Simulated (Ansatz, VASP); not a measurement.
# Cross-check of BN (4H polytype (invented)) between VASP and Ansatz, part 2 of 2

Wanted: the spread between two codes on one cell, functional and k mesh. The cell is generated by rule, not measured, and may not be a known phase. The cell is taken from a series of runs on this material, whose earlier steps may have relaxed, scaled, displaced or heated it; both programs get it as it stands.

VASP 6.6.1 and Ansatz 0.2.0.

So far: Set-up; Ansatz: relaxation of cell and atoms, r2SCAN.

## 3. VASP: relaxation of cell and atoms, r2SCAN

Level of this step: r2SCAN; plane waves and PAW (B, N); invented cell (VASP).

The same cell, functional and mesh now go to VASP, with its own data sets.

Lines of VASP's logs that name or quote its potential files are left out, and so is its time.

File INCAR:

```
SYSTEM = BN
PREC = Accurate
ENCUT = 660
EDIFF = 1E-07
NELM = 120
ISMEAR = 0
SIGMA = 0.01
LREAL = .FALSE.
ALGO = Normal
METAGGA = R2SCAN
LASPH = .TRUE.
NBANDS = 24
LORBIT = 11
LWAVE = .FALSE.
LCHARG = .FALSE.
ISIF = 3
IBRION = 2
NSW = 80
EDIFFG = -0.005
GGA_COMPAT = .FALSE.
NELMIN = 4
EFERMI = MIDGAP
LMIXTAU = .TRUE.
KPAR = 2
```

File POSCAR:

```
BN
1.0
    2.5473060000      0.0000000000      0.0000000000
   -1.2736530000      2.2060320000      0.0000000000
    0.0000000000      0.0000000000      8.3731280000
B N
4 4
Direct
    0.6666666667      0.3333333333      0.9996864971
    0.0000000000      0.0000000000      0.2503837276
    0.3333333333      0.6666666667      0.4996864971
    0.0000000000      0.0000000000      0.7503837276
    0.6666666667      0.3333333333      0.1879355003
    0.0000000000      0.0000000000      0.4369942750
    0.3333333333      0.6666666667      0.6879355003
    0.0000000000      0.0000000000      0.9369943944
```

File KPOINTS:

```
Automatic mesh
0
Gamma
9 9 4
0 0 0
```

PAW data sets: B and N (PBE family, release 64).

Started as:

```sh
> mpirun -np 2 vasp_std
```

Numbers of over 12 decimals in the logs are rounded to 6 here.

What it wrote:

```text
[banner, memory and clock lines left out]
running    2 mpi-ranks, on    1 nodes
 distrk:  each k-point on    1 cores,    2 groups
 distr:  one band on    1 cores,    1 groups

 POSCAR found type information on POSCAR B N
 POSCAR found :  2 types and       8 ions
|                                                                             |
|               ----> ADVICE to this user running VASP <----                  |
|                                                                             |
|     You enforced a specific xc type in the INCAR file but a different       |
|     [... a line on the potential file left out ...]
|     I HOPE YOU KNOW WHAT YOU ARE DOING!                                     |
|                                                                             |

 LDA part: xc-table for (None), standard interpolation
 POSCAR, INCAR and KPOINTS ok, starting setup
 FFT: planning ... GRIDC
 FFT: planning ... GRID_SOFT
 FFT: planning ... GRID
 WAVECAR not read
 entering main loop
       N       E                     dE             d eps       ncg     rms          rms(c)
DAV:   1     0.127754009144E+03    0.12775E+03   -0.19833E+04  1728   0.162E+03
DAV:   2    -0.820937431537E+02   -0.20985E+03   -0.19869E+03  2344   0.371E+02
DAV:   3    -0.895709981247E+02   -0.74773E+01   -0.74411E+01  2304   0.660E+01
DAV:   4    -0.896344652195E+02   -0.63467E-01   -0.63386E-01  2312   0.673E+00
DAV:   5    -0.896353408201E+02   -0.87560E-03   -0.87531E-03  2232   0.741E-01    0.133E+01
DAV:   6    -0.812032748099E+02    0.84321E+01   -0.76814E+00  2216   0.175E+01    0.729E+00
DAV:   7    -0.767087107972E+02    0.44946E+01   -0.13654E+00  2240   0.958E+00    0.365E+00
DAV:   8    -0.787156603952E+02   -0.20069E+01   -0.18158E+00  1992   0.108E+01    0.208E+00
DAV:   9    -0.760896144187E+02    0.26260E+01   -0.61234E-01  1848   0.727E+00    0.294E-01
DAV:  10    -0.765518942294E+02   -0.46228E+00   -0.18352E-01  1960   0.382E+00    0.145E-01
DAV:  11    -0.766181815005E+02   -0.66287E-01   -0.21002E-02  2152   0.127E+00    0.256E-01
DAV:  12    -0.766259594441E+02   -0.77779E-02   -0.11547E-03  2176   0.353E-01    0.212E-01
DAV:  13    -0.766317786449E+02   -0.58192E-02   -0.41219E-03  2008   0.545E-01    0.913E-02
DAV:  14    -0.766330588868E+02   -0.12802E-02   -0.66545E-04  2152   0.240E-01    0.353E-02
DAV:  15    -0.766330852457E+02   -0.26359E-04   -0.35179E-05  2272   0.519E-02    0.225E-02
DAV:  16    -0.766330731630E+02    0.12083E-04   -0.29825E-05  2192   0.460E-02    0.926E-03
DAV:  17    -0.766330575266E+02    0.15636E-04   -0.12312E-05  2280   0.241E-02    0.364E-03
DAV:  18    -0.766330693853E+02   -0.11859E-04   -0.21144E-06  2112   0.133E-02    0.278E-03
DAV:  19    -0.766330724129E+02   -0.30276E-05   -0.24117E-06  2072   0.141E-02    0.473E-04
DAV:  20    -0.766330738222E+02   -0.14093E-05   -0.12588E-07  1536   0.330E-03    0.346E-04
DAV:  21    -0.766330731123E+02    0.70990E-06   -0.88706E-09  1312   0.977E-04    0.837E-05
DAV:  22    -0.766330734424E+02   -0.33006E-06   -0.18611E-09  1224   0.408E-04    0.130E-04
DAV:  23    -0.766330733146E+02    0.12777E-06   -0.15959E-09  1160   0.399E-04    0.643E-05
DAV:  24    -0.766330733892E+02   -0.74620E-07   -0.51657E-10  1128   0.188E-04
   1 F= -.76633073E+02 E0= -.76633073E+02  d E =-.766331E+02
 curvature:   0.00 expect dE= 0.000E+00 dE for cont linesearch  0.000E+00
 trial: gam= 0.00000 g(F)=  0.370E-05 g(S)=  0.350E-02 ort = 0.000E+00 (trialstep = 0.100E+01)
 search vector abs. value=  0.351E-02
 bond charge predicted
       N       E                     dE             d eps       ncg     rms          rms(c)
DAV:   1    -0.766360524356E+02   -0.29791E-02   -0.10608E-01  2168   0.249E+00    0.420E-01
DAV:   2    -0.766326392119E+02    0.34132E-02   -0.81894E-03  2168   0.619E-01    0.153E-01
DAV:   3    -0.766328565498E+02   -0.21734E-03   -0.16331E-03  2264   0.265E-01    0.421E-02
DAV:   4    -0.766327756067E+02    0.80943E-04   -0.15835E-04  2184   0.104E-01    0.220E-02
DAV:   5    -0.766327590502E+02    0.16556E-04   -0.20917E-04  1928   0.148E-01    0.143E-02
DAV:   6    -0.766328797046E+02   -0.12065E-03   -0.91050E-05  1904   0.992E-02    0.457E-03
DAV:   7    -0.766329077829E+02   -0.28078E-04   -0.15394E-06  2280   0.122E-02    0.173E-03
DAV:   8    -0.766328921816E+02    0.15601E-04   -0.53979E-07  2072   0.668E-03    0.835E-04
DAV:   9    -0.766328984827E+02   -0.63011E-05   -0.63762E-08  1376   0.239E-03    0.530E-04
DAV:  10    -0.766328962837E+02    0.21990E-05   -0.12986E-08  1296   0.111E-03    0.150E-04
DAV:  11    -0.766328967650E+02   -0.48125E-06   -0.39566E-09  1200   0.527E-04    0.434E-05
DAV:  12    -0.766328967609E+02    0.40959E-08   -0.91317E-10  1128   0.298E-04
   2 F= -.76632897E+02 E0= -.76632897E+02  d E =0.176628E-03
 trial-energy change:    0.000177  1 .order    0.000154   -0.003507    0.003814
 step:   0.4743(harm=  0.4790)  dis= 0.00008  next Energy=   -76.633903 (dE=-0.829E-03)
 bond charge predicted
       N       E                     dE             d eps       ncg     rms          rms(c)
DAV:   1    -0.766347663341E+02   -0.18696E-02   -0.29342E-02  2168   0.131E+00    0.221E-01
DAV:   2    -0.766338589741E+02    0.90736E-03   -0.22414E-03  2168   0.325E-01    0.806E-02
DAV:   3    -0.766338488200E+02    0.10154E-04   -0.45485E-04  2256   0.140E-01    0.221E-02
DAV:   4    -0.766339217206E+02   -0.72901E-04   -0.43532E-05  2176   0.545E-02    0.117E-02
DAV:   5    -0.766337312491E+02    0.19047E-03   -0.57264E-05  1904   0.774E-02    0.761E-03
DAV:   6    -0.766339081538E+02   -0.17690E-03   -0.24407E-05  1896   0.515E-02    0.240E-03
DAV:   7    -0.766338945371E+02    0.13617E-04   -0.41422E-07  2280   0.631E-03    0.889E-04
DAV:   8    -0.766339031690E+02   -0.86320E-05   -0.13675E-07  1432   0.351E-03    0.438E-04
DAV:   9    -0.766339001065E+02    0.30625E-05   -0.27173E-08  1256   0.149E-03    0.267E-04
DAV:  10    -0.766339007970E+02   -0.69049E-06   -0.53797E-09  1136   0.688E-04    0.723E-05
DAV:  11    -0.766339009372E+02   -0.14018E-06   -0.16432E-09  1064   0.347E-04    0.179E-05
DAV:  12    -0.766339009659E+02   -0.28729E-07   -0.35681E-10  1024   0.205E-04
   3 F= -.76633901E+02 E0= -.76633901E+02  d E =-.827577E-03
 curvature:  -0.24 expect dE=-0.332E-06 dE for cont linesearch -0.277E-07
 trial: gam=-0.00535 g(F)=  0.122E-05 g(S)=  0.165E-06 ort = 0.201E-04 (trialstep = 0.895E+00)
 search vector abs. value=  0.127E-05
 reached required accuracy - stopping structural energy minimisation
```

OUTCAR, selected parts (step 3):

```text
ion  position               nearest neighbor table
   1  0.667  0.333  1.000-   8 1.56   8 1.56   8 1.56   5 1.58
   2  0.000  0.000  0.250-   5 1.56   5 1.56   5 1.56   6 1.56
   3  0.333  0.667  0.500-   6 1.56   6 1.56   6 1.56   7 1.58
   4  0.000  0.000  0.750-   7 1.56   7 1.56   7 1.56   8 1.56
   5  0.667  0.333  0.188-   2 1.56   2 1.56   2 1.56   1 1.58
   6  0.000  0.000  0.437-   3 1.56   3 1.56   3 1.56   2 1.56
   7  0.333  0.667  0.688-   4 1.56   4 1.56   4 1.56   3 1.58
   8  0.000  0.000  0.937-   1 1.56   1 1.56   1 1.56   4 1.56

  LATTYP: Found a hexagonal cell.
 ALAT       =     2.5473060000
 C/A-ratio  =     3.2870522819

 Subroutine GETGRP returns: Found 12 space group operations
 (whereof  6 operations were pure point group operations)

The static configuration has the point symmetry C_3v.
 The point group associated with its full space group is C_6v.

 Found     36 irreducible k-points:

   k-points           NKPTS =     36   k-points in BZ     NKDIM =     36   number of bands    NBANDS=     24

   dimension x,y,z NGX =    24 NGY =   24 NGZ =   70
   dimension x,y,z NGXF=    48 NGYF=   48 NGZF=  140

   ENCUT  =  660.0 eV  48.51 Ry    6.96 a.u.   5.34  5.34 17.54*2*pi/ulx,y,z

   NELECT =      32.0000    total number of electrons

 k-points in reciprocal lattice and weights: Automatic mesh
   0.00000000  0.00000000  0.00000000       0.003
   0.11111111 -0.00000000  0.00000000       0.019
   0.22222222 -0.00000000  0.00000000       0.019
   0.33333333  0.00000000  0.00000000       0.019
   0.44444444 -0.00000000  0.00000000       0.019
   0.11111111  0.11111111  0.00000000       0.019
   0.22222222  0.11111111  0.00000000       0.037
   0.33333333  0.11111111  0.00000000       0.037
   0.44444444  0.11111111  0.00000000       0.019
[...]
0.33333333  0.22222222  0.50000000       0.037
   0.33333333  0.33333333  0.50000000       0.006

 average (electrostatic) potential at core
       1 -25.9913       2 -25.9445       3 -25.9913       4 -25.9444       5 -63.2373
       6 -63.3028       7 -63.2372       8 -63.3028

 E-fermi :  10.4092

 k-point     1 :       0.0000    0.0000    0.0000
  band No.  band energies     occupation
    ...
     12       6.1856      2.00000
     13       6.1856      2.00000
     14       7.1905      2.00000
     15       7.3237      2.00000
     16       7.3237      2.00000
     17      16.6217      0.00000
     18      16.6217      0.00000
     19      16.7772      0.00000
     20      17.3286      0.00000
     21      17.7796      0.00000
    ...

 k-point     2 :       0.1111   -0.0000    0.0000
  band No.  band energies     occupation
    ...
     12       5.6891      2.00000
     13       5.7562      2.00000
     14       6.3030      2.00000
     15       6.9188      2.00000
     16       7.0631      2.00000
     17      16.2579      0.00000
     18      17.0239      0.00000
     19      17.1047      0.00000
     20      17.2591      0.00000
     21      17.7315      0.00000
    ...

 k-point     3 :       0.2222   -0.0000    0.0000
  band No.  band energies     occupation
    ...
     12       4.0912      2.00000
     13       4.8087      2.00000
     14       4.8592      2.00000
     15       6.1736      2.00000
     16       6.3926      2.00000
     17      15.3244      0.00000
     18      16.0645      0.00000
     19      16.5489      0.00000
     20      18.0319      0.00000
     21      18.0669      0.00000
    ...

  Total        0.0036007      0.0036007      0.0011658      0.0000000      0.0000000     -0.0000000
  in kB        0.1221471      0.1221471      0.0395485      0.0000000      0.0000000     -0.0000000
  external PRESSURE =       0.0946142 kB  Pullay stress =       0.0000000 kB

  energy-cutoff  :      660.00
  volume of cell :       47.23
      direct lattice vectors                 reciprocal lattice vectors
     2.550525569  0.000000000 -0.000000000     0.392076054  0.226365185  0.000000000
    -1.275262785  2.208820230  0.000000000     0.000000000  0.452730370  0.000000000
     0.000000000  0.000000000  8.383579004     0.000000000  0.000000000  0.119280799

 POSITION                                       TOTAL-FORCE (eV/Angst)
 -----------------------------------------------------------------------------------
      1.27526      0.73627      8.38103        -0.000000     -0.000000     -0.001944
      0.00000      0.00000      2.09917        -0.000000      0.000000     -0.001601
     -0.00000      1.47255      4.18924         0.000000      0.000000     -0.001944
      0.00000      0.00000      6.29096         0.000000     -0.000000     -0.001601
      1.27526      0.73627      1.57550         0.000000      0.000000      0.001895
      0.00000      0.00000      3.66350         0.000000     -0.000000      0.001651
     -0.00000      1.47255      5.76729        -0.000000     -0.000000      0.001895
     -0.00000      0.00000      7.85529        -0.000000      0.000000      0.001651
 -----------------------------------------------------------------------------------
    total drift:                               -0.000000     -0.000000      0.001147

  FREE ENERGIE OF THE ION-ELECTRON SYSTEM (eV)
  ---------------------------------------------------
  free  energy   TOTEN  =       -76.6339009659 eV

  energy  without entropy=      -76.6339009659  energy(sigma->0) =      -76.63390097

 reached required accuracy - stopping structural energy minimisation

 total charge
# of ion       s       p       d       tot
------------------------------------------
    1        0.679   1.334   0.000   2.014
    2        0.681   1.340   0.000   2.021
    3        0.679   1.334   0.000   2.014
    4        0.681   1.340   0.000   2.021
    5        1.225   2.784   0.000   4.009
    6        1.226   2.787   0.000   4.013
    7        1.225   2.784   0.000   4.009
    8        1.226   2.787   0.000   4.013
--------------------------------------------------
tot          7.623  16.490   0.000  24.113

[... 3 further parts left out ...]
```

CONTCAR:

```
BN
   1.00000000000000
     2.5505255690070667    0.0000000000000000   -0.0000000000000000
    -1.2752627845035334    2.2088202296595294    0.0000000000000000
     0.0000000000000000    0.0000000000000000    8.3835790037055276
  B               N
     4     4
Direct
     0.6666666667000030    0.3333333332999970    0.9996962821083432
     0.0000000000000000    0.0000000000000000    0.2503908138000747
     0.3333333332999970    0.6666666667000030    0.4996962821083432
     0.0000000000000000    0.0000000000000000    0.7503908138000748
     0.6666666667000030    0.3333333332999970    0.1879273483481327
     0.0000000000000000    0.0000000000000000    0.4369855557434565
     0.3333333332999970    0.6666666667000030    0.6879273483481326
     0.0000000000000000    0.0000000000000000    0.9369856751434557
```

The run keeps the 12 symmetry operations of its start, so it cannot find a distortion of lower symmetry.

## 4. Comparison

Known differences besides the potentials themselves: VASP keeps PBE cores, Ansatz makes them for the functional; fixed occupations in Ansatz, narrow Gaussian smearing in VASP; the cutoff is 600 eV in Ansatz and 660 eV in VASP; Ansatz adds a Pulay correction to the stress that steers its cell, VASP none. Total energies have different zeros and are not compared.

Compared:

| quantity | Ansatz | VASP | difference |
| --- | --- | --- | --- |
| volume (Å³) | 47.05 | 47.23 | -0.38 % |
| edge a after relaxation, in the typed setting (Å) | 2.547 | 2.550 | -0.13 % |
| edge c after relaxation, in the typed setting (Å) | 8.373 | 8.384 | -0.12 % |

## 5. Outcome

- difference in volume (relaxation of cell and atoms, r2SCAN): -0.38 %

The difference in volume is -0.38 % (relaxation of cell and atoms, r2SCAN), within the 1.2 % picked in this series as the mark of a large difference, as far as the stopping tolerances let one tell. Such differences can come from data sets, numerical settings and the points named under the comparisons, not from the functional's error against experiment.

[Lines on the potential files, build, host, timing and source positions are cut from VASP's logs without a mark.]

[Logs are printed without paths, hosts, clocks, repeated set-up lines and the standing remarks that a program may print on its own settings, such as how far it seeks lower states.]

[Hosts, paths, dates, database ids (printed as entryN), source tags and the programs' standing remarks are cut or masked in the printed files.]
